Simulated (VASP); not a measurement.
## Zr: stress against strain

Zr (hcp, P6_3/mmc, 23.469 Å³/atom and stress up to 0.22 GPa in the relaxed cell, c along z) under a strain ε along c (axis z), the other axes held. r2SCAN in VASP (plane waves, PAW), 480 eV, 18×18×10 Γ-centred mesh, Methfessel-Paxton smearing 0.10 eV; ions are relaxed, or left where forces stay under 0.02 eV/Å, within the symmetry of each cell. Stress is positive for a compressed cell.

Here s stands for strain and y for stress zz.

| strain (%) | stress zz (GPa) |
|---|---|
| -3.00 | ? |
| -1.50 | 2.76 |
| -1.00 | 1.91 |
| -0.50 | 1.06 |
| 0.00 | 0.22 |
| 0.50 | -0.61 |
| 1.00 | -1.43 |
| 1.50 | -2.25 |

Q: Fit y against s with a straight line, and predict the withheld value at s = -3.00.

A: Means: s 0, y 0.237. About the means, the sum of products is -11.690 and the sum of squares of s is 7.0000; the slope is their ratio. Least squares gives y = 0.237 - 1.6700·s. Residuals (row less fit): 0.018, 0.003, -0.012, -0.017, -0.012, 0.003, 0.018; standard error 0.016 (degrees of freedom: 5). The slope gives the elastic constant C33 = about 170 GPa. At the withheld row, y = 0.237 - 1.6700 × (-3.0) = 5.247 GPa. The calculation gives 5.42 GPa, 0.173 GPa above the prediction (2.3 % of the range of y in the table). The row lies outside the fitted rows, so this is an extrapolation. From the scatter of the fitted rows alone, a prediction at this place has a standard error of 0.025 GPa, so the miss is 6.9 times that.

A polynomial of degree 2 through the 12 other runs of the series gives 5.38 there, so most of the miss is curvature that the fit leaves out. In a metal these values are sensitive to mesh and smearing; energies are taken to zero smearing, stresses follow the free energy. The runs aren't spin-polarised. Rows are the converged runs of the series near zero and its far end, less any whose ions stayed unrelaxed beside relaxed ones; series whose fitted rows scatter by over a few per cent of the range, as at a crossing or softening among them, aren't shown in this form. Most that stay on the fit to the last digits aren't either.
